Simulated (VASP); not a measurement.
Consider the following.

```
CELL_PARAMETERS angstrom
      0.00000     3.30353     3.30353
      3.30353     0.00000     3.30353
      3.30353     3.30353     0.00000
ATOMIC_POSITIONS crystal
  Rb 0.00000 0.00000 0.00000
  Br 0.50000 0.50000 0.50000
```

Calculation: LDA (Ceperley-Alder, Perdew-Zunger), VASP's LDA PAW potentials (set 64) (plane waves; VASP). Numerical set-up: 520 eV cut-off, 7×7×7 Γ-centred mesh, Gaussian smearing of 0.050 eV, potentials Rb_sv Br.

Task: Predict the energy per atom (σ→0), band gap (on the k-mesh) with the smallest direct gap where there is one.

Result: 
The band gap (on the k-mesh) is 4.24 eV and the smallest direct gap (on the k-mesh) comes out as 4.24 eV. The energy per atom (σ→0) is -3.357 eV/atom.

Only differences to runs with the same potentials and settings are physical.

The compound is RbBr in the rock salt structure. This cell is one point of a volume scan, at 0.97 of the reference volume.
